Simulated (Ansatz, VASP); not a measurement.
## PtSe2 (Sudovikovite) in two plane-wave programs

Aim: how closely do two programs agree when they are given the same cell, functional and k mesh?

Program: Ansatz 0.2.0. Level of theory: plane waves, with VASP 6.6.1 beside it; single point at PBEsol. Results are calculated unless marked as measured.

The database entry behind the starting cell has ideal inner coordinates that were not refined, so it need not match the best structure at ambient conditions.

## 1. Starting point

Symmetry: P-3m1, No. 164, trigonal system. Conventional cell: a = 3.755 Å, b = 3.755 Å, c = 4.865 Å, α = 90.00°, β = 90.00°, γ = 120.00°. Nearest to Pt lie 6 Se at 2.51 Å. Se has 3 Pt at 2.51 Å nearest. Farther neighbours and most contacts between anions are not listed.

## 2. VASP: single point, PBEsol

A single point gives forces, pressure and levels at one fixed geometry, so differences don't come from the geometry; what else differs is listed under the comparison.

Lines of VASP's logs that name or quote its potential files are left out, and so is its time.

Contents of INCAR:

```
SYSTEM = PtSe2
PREC = Normal
ENCUT = 300
EDIFF = 1E-05
NELM = 120
ISMEAR = 1
SIGMA = 0.2
LREAL = Auto
ALGO = Fast
GGA = PS
NBANDS = 160
LASPH = .TRUE.
LORBIT = 11
LWAVE = .FALSE.
LCHARG = .FALSE.
KPAR = 4
```

Contents of POSCAR:

```
PtSe2
1.0
   -5.6319574554      3.2516121530      4.8653305773
    5.6319574554     -3.2516121530      4.8653305773
    5.6319574554      9.7548364590    -14.5959917319
Pt Se
12 24
Direct
    0.0000000000      0.0000000000      0.0000000000
    0.5000000000      0.5000000000      0.0000000000
    0.5000000000      0.0000000000      0.1666666667
    0.0000000000      0.5000000000      0.1666666667
    0.0000000000      0.0000000000      0.3333333333
    0.5000000000      0.5000000000      0.3333333333
    0.5000000000      0.0000000000      0.5000000000
    0.0000000000      0.5000000000      0.5000000000
    0.0000000000      0.0000000000      0.6666666667
    0.5000000000      0.5000000000      0.6666666667
    0.5000000000      0.0000000000      0.8333333333
    0.0000000000      0.5000000000      0.8333333333
    0.5357608899      0.7024275566      0.1666666667
    0.0357608898      0.2024275566      0.1666666667
    0.0357608899      0.7024275566      0.3333333333
    0.5357608898      0.2024275566      0.3333333333
    0.5357608899      0.7024275566      0.5000000000
    0.0357608898      0.2024275565      0.5000000000
    0.0357608899      0.7024275566      0.6666666667
    0.5357608898      0.2024275566      0.6666666667
    0.5357608899      0.7024275566      0.8333333333
    0.0357608899      0.2024275566      0.8333333333
    0.0357608899      0.7024275566      0.0000000000
    0.5357608899      0.2024275566      0.0000000000
    0.4642391101      0.2975724434      0.1666666667
    0.9642391102      0.7975724434      0.1666666667
    0.9642391102      0.2975724435      0.3333333333
    0.4642391102      0.7975724434      0.3333333333
    0.4642391101      0.2975724434      0.5000000000
    0.9642391101      0.7975724434      0.5000000000
    0.9642391102      0.2975724435      0.6666666667
    0.4642391102      0.7975724434      0.6666666667
    0.4642391102      0.2975724435      0.8333333333
    0.9642391102      0.7975724435      0.8333333333
    0.9642391101      0.2975724434      0.0000000000
    0.4642391102      0.7975724435      0.0000000000
```

Contents of KPOINTS:

```
Automatic mesh
0
Gamma
4 4 4
0 0 0
```

The projector-augmented-wave data sets are Pt and Se (PBE family, release 64).

Started as:

```sh
> mpirun -np 4 vasp_std
```

Numbers of over 12 decimals in the logs are rounded to 6 here.

The program printed:

```text
[banner, memory and clock lines left out]
running    4 mpi-ranks, on    1 nodes
[...]
|                                                                             |
|               ----> ADVICE to this user running VASP <----                  |
|                                                                             |
|     You enforced a specific xc type in the INCAR file but a different       |
|     [... a line on the potential file left out ...]
|     I HOPE YOU KNOW WHAT YOU ARE DOING!                                     |
|                                                                             |

 LDA part: xc-table for (Slater+PW92), standard interpolation
 POSCAR, INCAR and KPOINTS ok, starting setup
[...]
entering main loop
       N       E                     dE             d eps       ncg     rms          rms(c)
DAV:   1     0.114801695444E+04    0.11480E+04   -0.86895E+04  7680   0.950E+02
DAV:   2    -0.109331244410E+03   -0.12573E+04   -0.12053E+04  9112   0.224E+02
DAV:   3    -0.198479211629E+03   -0.89148E+02   -0.85966E+02  8680   0.576E+01
DAV:   4    -0.200696165447E+03   -0.22170E+01   -0.21982E+01  8696   0.932E+00
[...]
RMM:  13    -0.190901227896E+03   -0.10945E-03   -0.12740E-03  9350   0.449E-02    0.236E-02
RMM:  14    -0.190901230742E+03   -0.28466E-05   -0.12375E-04  8072   0.232E-02    0.132E-02
RMM:  15    -0.190901231946E+03   -0.12034E-05   -0.44087E-05  6472   0.112E-02
   1 F= -.19090123E+03 E0= -.19089989E+03  d E =-.401919E-02
```

OUTCAR, selected parts (step 2):

```text
  Total        0.4853580      0.5650573     -1.0402633      0.0690216      0.0220459     -0.0381832
  in kB        1.0909688      1.2701137     -2.3382633      0.1551440      0.0495540     -0.0858267
  external PRESSURE =       0.0076064 kB  Pullay stress =       0.0000000 kB

 POSITION                                       TOTAL-FORCE (eV/Angst)
 -----------------------------------------------------------------------------------
      0.00000      0.00000      0.00000         0.000000     -0.000000      0.000000
      0.00000      0.00000      4.86533         0.000000     -0.000000      0.000000
     -1.87732      3.25161     -0.00000         0.000000     -0.000000      0.000000
      3.75464      0.00000     -0.00000         0.000000     -0.000000      0.000000
      1.87732      3.25161     -4.86533         0.000000     -0.000000      0.000000
      1.87732      3.25161      0.00000         0.000000     -0.000000      0.000000
      0.00000      6.50322     -4.86533         0.000000     -0.000000      0.000000
      5.63196      3.25161     -4.86533         0.000000     -0.000000      0.000000
      3.75464      6.50322     -9.73066         0.000000     -0.000000      0.000000
      3.75464      6.50322     -4.86533         0.000000     -0.000000      0.000000
      1.87732      9.75484     -9.73066         0.000000     -0.000000      0.000000
      7.50928      6.50322     -9.73066         0.000000     -0.000000      0.000000
      1.87732      1.08387      3.59153         0.008755     -0.005054      0.031054
      1.87732      1.08387     -1.27380         0.008755     -0.005054      0.031054
[...]
-----------------------------------------------------------------------------------
    total drift:                               -0.000000      0.000000     -0.000001

  FREE ENERGIE OF THE ION-ELECTRON SYSTEM (eV)
  ---------------------------------------------------
  free  energy   TOTEN  =      -190.9012319456 eV

  energy  without entropy=     -190.8972127527  energy(sigma->0) =     -190.89989221

[... 3 further parts left out ...]
[key lines of the parts left out:]
E-fermi :   6.5905
```

The run ends at a pressure of 0.00 GPa, with forces up to 0.033 eV/Å.

## 3. Ansatz: single point, PBEsol

Ansatz runs on its default PAW (the set named soft_2) files.

The same cell, functional, mesh and smearing now go to Ansatz, which takes its cutoff from its data sets.

Contents of input.yaml:

```yaml
crystal:
  lattice:
    - [-5.6319574554, 3.251612153, 4.8653305773]
    - [5.6319574554, -3.251612153, 4.8653305773]
    - [5.6319574554, 9.754836459, -14.5959917319]
  atoms:
    - { symbol: Pt, position: [0.0, 0.0, 0.0] }
    - { symbol: Pt, position: [0.5, 0.5, 0.0] }
    - { symbol: Pt, position: [0.5, 0.0, 0.1666666667] }
    - { symbol: Pt, position: [0.0, 0.5, 0.1666666667] }
    - { symbol: Pt, position: [0.0, 0.0, 0.3333333333] }
    - { symbol: Pt, position: [0.5, 0.5, 0.3333333333] }
    - { symbol: Pt, position: [0.5, 0.0, 0.5] }
    - { symbol: Pt, position: [0.0, 0.5, 0.5] }
    - { symbol: Pt, position: [0.0, 0.0, 0.6666666667] }
    - { symbol: Pt, position: [0.5, 0.5, 0.6666666667] }
    - { symbol: Pt, position: [0.5, 0.0, 0.8333333333] }
    - { symbol: Pt, position: [0.0, 0.5, 0.8333333333] }
    - { symbol: Se, position: [0.5357608899, 0.7024275566, 0.1666666667] }
    - { symbol: Se, position: [0.0357608898, 0.2024275566, 0.1666666667] }
    - { symbol: Se, position: [0.0357608899, 0.7024275566, 0.3333333333] }
    - { symbol: Se, position: [0.5357608898, 0.2024275566, 0.3333333333] }
    - { symbol: Se, position: [0.5357608899, 0.7024275566, 0.5] }
    - { symbol: Se, position: [0.0357608898, 0.2024275565, 0.5] }
    - { symbol: Se, position: [0.0357608899, 0.7024275566, 0.6666666667] }
    - { symbol: Se, position: [0.5357608898, 0.2024275566, 0.6666666667] }
    - { symbol: Se, position: [0.5357608899, 0.7024275566, 0.8333333333] }
    - { symbol: Se, position: [0.0357608899, 0.2024275566, 0.8333333333] }
    - { symbol: Se, position: [0.0357608899, 0.7024275566, 0.0] }
    - { symbol: Se, position: [0.5357608899, 0.2024275566, 0.0] }
    - { symbol: Se, position: [0.4642391101, 0.2975724434, 0.1666666667] }
    - { symbol: Se, position: [0.9642391102, 0.7975724434, 0.1666666667] }
    - { symbol: Se, position: [0.9642391102, 0.2975724435, 0.3333333333] }
    - { symbol: Se, position: [0.4642391102, 0.7975724434, 0.3333333333] }
    - { symbol: Se, position: [0.4642391101, 0.2975724434, 0.5] }
    - { symbol: Se, position: [0.9642391101, 0.7975724434, 0.5] }
    - { symbol: Se, position: [0.9642391102, 0.2975724435, 0.6666666667] }
    - { symbol: Se, position: [0.4642391102, 0.7975724434, 0.6666666667] }
    - { symbol: Se, position: [0.4642391102, 0.2975724435, 0.8333333333] }
    - { symbol: Se, position: [0.9642391102, 0.7975724435, 0.8333333333] }
    - { symbol: Se, position: [0.9642391101, 0.2975724434, 0.0] }
    - { symbol: Se, position: [0.4642391102, 0.7975724435, 0.0] }
hamiltonian:
  xc: pbesol
  pseudopotentials: { kind: paw }
kpoints:
  mp_grid: { grid: [4, 4, 4] }
scf:
  occupations: { method: methfessel_paxton, width: 0.2 }
  n_extra_bands: 13
output:
  forces: true
  stress: true
  eigenvalues: true
```

Started as:

```sh
> ansatz run input.yaml --threads 8 --pin off --max-ram 18432MiB --backend cpu --events-out ev --progress --plain --runs-dir out
```

The program printed:

```text
scf.n_extra_bands = 13 over 300 filled bands (N_el = 600.0): the run solves 313 bands
Engine: ansatz 0.2.0, aarch64-unknown-linux-gnu
Pseudopotentials: kind: paw
Pseudopotential: Pt, paw, valence charge 18, recommended cutoff 420 eV (normal), Pt.paw.azcp
Pseudopotential: Se, paw, valence charge 16, recommended cutoff 420 eV (normal), Se.paw.azcp
Functional definition: PBEsol
  exchange = pbesol_x
  correlation = pbesol_c
Crystal: 36 atoms, lattice volume = 712.788 Å³
Basis set: ecut = 420 eV, 13921 PW (Γ), exchange–correlation on 120×120×250 points (8 copies of the dense FFT grid, shifted against one another)
Bands: 313, of which v1, the nominal top of the filled ones, is band 300 counted from 1 (299 counted from 0)
Symmetry: 48 space group operations
Space group: P-3m1 (ITA 164), of the structure as read, at distance tolerance 8.9e-5 Å
k-points: 24 of 64
Non-local potential: Pt, projectors of the file, l = 0: 3, l = 1: 2, l = 2: 2, l = 3: 1
Non-local potential: Se, projectors of the file, l = 0: 2, l = 1: 2, l = 2: 3, l = 3: 1
PAW form: soft (Blöchl's): semilocal exchange-correlation on the pseudo side does not see the compensation charge
PAW frozen core: Pt, regenerated for the run's functional, and the local potential with it (the file was generated under x = pbe(κ = 0.804, μ = 0.219515), c = pbe(β = 0.066725))
PAW frozen core: Se, regenerated for the run's functional, and the local potential with it (the file was generated under x = pbe(κ = 0.804, μ = 0.219515), c = pbe(β = 0.066725))
PAW one-centre angular grid: Pt, 590 points (default); XC on 64 Gauss nodes
PAW one-centre angular grid: Se, 590 points (default); XC on 64 Gauss nodes
Initial density: superposition of atomic densities (neutral atoms: chi_scale 0, normalization atom), corrected by the library's trained network
Initial wavefunctions: pseudopotential atomic-orbital guess
Functional: x = pbesol(κ = 0.804, μ = 0.123457), c = pbesol(β = 0.046)
SCF iter   1: F=—  HF=-278801.600194 eV  |F-HF|=—  |Δ(HF+E_count)|=         —  Δρ=3.66e-3  dr2=9.80e-2  ethr=1.77e-3  ⟨swp⟩=5.0  Hψ=26180  notcnv=0
preconditioner: auto → LDOS  [metal: Δε(μ)=0.020 eV  Ē_g=6.697 eV  σ=0.200 eV  W_gap=0.09  n_scr=240 (ndim 8)  ℏωp=22.6 eV  f_vac=0.025  D(μ)=10.13/eV (n_scr^D=36)  β→1.0]
SCF iter   2: F=—  HF=-278801.607661 eV  |F-HF|=—  |Δ(HF+E_count)|=   7.47e-3  S|Δr|=    0.00e0  Δρ=2.41e-3  dr2=4.60e-2  ethr=1.63e-5  ⟨swp⟩=2.0  Hψ=16531  notcnv=0
SCF iter   3: F=—  HF=-278801.586123 eV  |F-HF|=—  |Δ(HF+E_count)|=   2.15e-2  S|Δr|=    0.00e0  Δρ=3.26e-4  dr2=9.34e-4  ethr=7.66e-6  ⟨swp⟩=2.0  Hψ=14436  notcnv=0
SCF iter   4: F=—  HF=-278801.586123 eV  |F-HF|=—  |Δ(HF+E_count)|=   3.41e-8  S|Δr|=    0.00e0  Δρ=9.71e-5  dr2=1.08e-4  ethr=1.56e-7  ⟨swp⟩=2.0  Hψ=11686  notcnv=0
SCF iter   5: F=—  HF=-278801.586016 eV  |F-HF|=—  |Δ(HF+E_count)|=   1.08e-4  S|Δr|=    0.00e0  Δρ=1.86e-5  dr2=1.56e-6  ethr=1.80e-8  ⟨swp⟩=2.0  Hψ=10697  notcnv=0
SCF iter   6: F=—  HF=-278801.584909 eV  |F-HF|=—  |Δ(HF+E_count)|=   1.11e-3  S|Δr|=    0.00e0  Δρ=5.41e-6  dr2=2.17e-7  ethr=1.67e-11  ⟨swp⟩=5.3  Hψ=32616  notcnv=0
SCF iter   7: F=-278801.584909 eV  HF=-278801.584909 eV  |F-HF|=3.84e-9  |Δ(HF+E_count)|=   3.17e-8  S|Δr|=    0.00e0  Δρ=1.28e-6  dr2=6.64e-9  ethr=1.67e-11  ⟨swp⟩=4.0  Hψ=23802  notcnv=0
SCF 1 converged in 7 iterations: F = -278801.584909 eV  dr2 = 6.64e-9
  greatest PAW one-centre occupation: 1.000 electrons in one spin orbital (limit 2), on the Pt atom at site 11 (counted from 0), in its partial waves of l = 0
SCF converged after 7 iterations
Stability not checked: this state was not tested for a lower state beside it, because cold or Methfessel-Paxton smearing, or corrected tetrahedra, fill the levels in a way that the test cannot read (fill_not_monotonic; see scf.lower_state_search)
Free energy (F): -278801.584909 eV
Harris-Foulkes:  -278801.584909 eV  (|F-HF|=3.84e-9)
Internal energy: -278801.581781 eV  (E = F + TS)
E sigma→0 (E₀):  -278801.584127 eV
Entropy (-TS):   -0.003128 eV (-0.087 meV/atom)
Fermi energy:    13.523243 eV
--- Per-component energies (eV) ---
  E_band       = -11341.261540
  E_kinetic    = 10496.103857
  E_local      = -78358.245817  (includes V_loc(G=0)·N_el)
  E_nonlocal   = -11765.978475
  E_hartree    = 36292.131050
  E_xc         = -5608.318348
  E_vxc        = -5989.611323  (∫ρ·V_xc dr)
  E_paw        = -156645.339168  (= ΣΔE_a)
  E_vpaw       = 1692.212259  (= ΣTr[D̂ρ^β])
  E_aug_tail   = -0.012123  (compensation charges beyond the density's cutoff)
  E_ewald      = -73239.569342
  E_core_change = 27.646585  (= ΣΔE_core)
  E_smearing   = -0.003128  (= −TS)
  E_closure    = 0.000000  (closes the sum)
  Σ components = -278801.584909   (vs F -278801.584909, Δ=0.00e0)
--- Forces (eV/Å), atoms counted from 1 ---
  atom   1  Pt    -0.00000000     0.00000000    -0.00000000
  atom   2  Pt    -0.00000000    -0.00000000     0.00000000
  atom   3  Pt    -0.00000000     0.00000000     0.00000000
  atom   4  Pt     0.00000000    -0.00000000    -0.00000000
  atom   5  Pt    -0.00000000     0.00000000     0.00000000
  atom   6  Pt     0.00000000     0.00000000     0.00000000
  atom   7  Pt     0.00000000    -0.00000000     0.00000000
  atom   8  Pt    -0.00000000     0.00000000    -0.00000000
  atom   9  Pt    -0.00000000    -0.00000000    -0.00000000
  atom  10  Pt    -0.00000000    -0.00000000    -0.00000000
  atom  11  Pt     0.00000000     0.00000000     0.00000000
  atom  12  Pt    -0.00000000     0.00000000    -0.00000000
  atom  13  Se     0.00881569    -0.00508974     0.04415791
  atom  14  Se     0.00881569    -0.00508974     0.04415791
  atom  15  Se     0.00881569    -0.00508974     0.04415791
  atom  16  Se     0.00881569    -0.00508974     0.04415791
  atom  17  Se     0.00881569    -0.00508974     0.04415791
  atom  18  Se     0.00881569    -0.00508974     0.04415791
  atom  19  Se     0.00881569    -0.00508974     0.04415791
  atom  20  Se     0.00881569    -0.00508974     0.04415791
  atom  21  Se     0.00881569    -0.00508974     0.04415791
  atom  22  Se     0.00881569    -0.00508974     0.04415791
  atom  23  Se     0.00881569    -0.00508974     0.04415791
  atom  24  Se     0.00881569    -0.00508974     0.04415791
[...]
atom  29  Se    -0.00881569     0.00508974    -0.04415791
  atom  30  Se    -0.00881569     0.00508974    -0.04415791
  atom  31  Se    -0.00881569     0.00508974    -0.04415791
  atom  32  Se    -0.00881569     0.00508974    -0.04415791
  atom  33  Se    -0.00881569     0.00508974    -0.04415791
  atom  34  Se    -0.00881569     0.00508974    -0.04415791
  atom  35  Se    -0.00881569     0.00508974    -0.04415791
  atom  36  Se    -0.00881569     0.00508974    -0.04415791
  max |Σ_I F_I| component: 9.71e-17 eV/Å
--- Stress (GPa, compression-positive) ---
        0.194178       0.017558      -0.008860
        0.017558       0.214453       0.005115
       -0.008860       0.005115      -0.109205
  P = ⅓ Tr σ = 0.0998 GPa (0.998 kbar)
--- Band table (eV; the first three rows and the last of 24) ---
  k-point 0: bands = [... 296 lower, 12.5150, 13.1669, 13.1669, 13.4966, 13.4966, 13.4976, 13.4976, 13.6501, ... 9 higher]
  k-point 1: bands = [... 296 lower, 12.4688, 12.9774, 13.2794, 13.5213, 13.5941, 13.6835, 13.6835, 13.7531, ... 9 higher]
  k-point 2: bands = [... 296 lower, 12.6784, 12.6784, 13.4362, 13.4362, 13.7268, 13.7268, 13.7631, 13.7631, ... 9 higher]
  k-point 23: bands = [... 296 lower, 13.1677, 13.1677, 13.1677, 13.1677, 13.6509, 13.6509, 14.0633, 14.0633, ... 9 higher]
```

The job ended after 1.8 min (8 threads of Arm Neoverse N1, shared host; peak memory 10 GiB).

The run ends at a pressure of 0.10 GPa, with forces up to 0.045 eV/Å.

## 4. Side by side

Known differences besides the potentials themselves: the data sets hold 600 valence electrons in Ansatz (default PAW (the set named soft_2) files) and 264 in VASP; the cutoff is 420 eV in Ansatz and 300 eV in VASP (PREC = Normal, projectors in real space); Ansatz makes its cores anew for this functional, VASP keeps those of its PBE data sets. Total energies have different zeros and are not compared.

Compared:

```csv
quantity,Ansatz,VASP,difference
pressure (GPa),0.10,0.00,+0.10
```

At this near-relaxed geometry the largest component of a force difference is 13 meV/Å. Ansatz's pressure holds a Pulay correction of 0.03 GPa; VASP's holds none.

## 5. What came out

- difference in pressure (single point, PBEsol): 0.099 GPa
- r.m.s. force difference (single point, PBEsol): 6.2 meV/Å

**Reading.** The r.m.s. force difference is 6.2 meV/Å (single point, PBEsol), within the 12 meV/Å picked in this series as the mark of a large difference. How closely two codes agree says nothing of how well the functional describes the real material.

[Lines on the potential files, build, host, timing and source positions are cut from VASP's logs without a mark.]

[Logs are printed without paths, hosts, clocks, repeated set-up lines and the standing remarks that a program may print on its own settings, such as how far it seeks lower states.]

[Hosts, paths, dates, database ids (printed as entryN), source tags and the programs' standing remarks are cut or masked in the printed files.]
